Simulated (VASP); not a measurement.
Data:

```
CELL_PARAMETERS angstrom
      2.85269     0.00000     0.00000
     -1.42635     2.47051     0.00000
      0.00000     0.00000     3.49861
ATOMIC_POSITIONS crystal
  Co 0.00000 0.00000 0.00000
  Ge 0.66667 0.33333 0.50000
```

Calculation: PBEsol GGA, VASP's PBE PAW potentials (set 64) (plane waves; VASP 6.6.1). Numerical set-up: 400 eV cut-off, 16×16×12 Γ-centred mesh, tetrahedra with Blöchl corrections, potentials Co Ge_d.

### Question
Estimate the energy per atom (σ→0), band gap (on the k-mesh) with the smallest direct gap where there is one.

### Answer

* **band gap (on the k-mesh)**: none (metal, semimetal or under 0.01 eV)
* **energy per atom (σ→0)**: -6.476 eV/atom

The absolute energy has meaning only against runs of the same code, potentials and settings.

The structure was generated: CoGe was put into the WC type (P-6m2), which need not be its known phase. It was relaxed first, which changed the volume by -10 %. The run is not spin-polarised, so no magnetic state was tried. The electron count is odd and the run is not spin-polarised, which forces a metal.
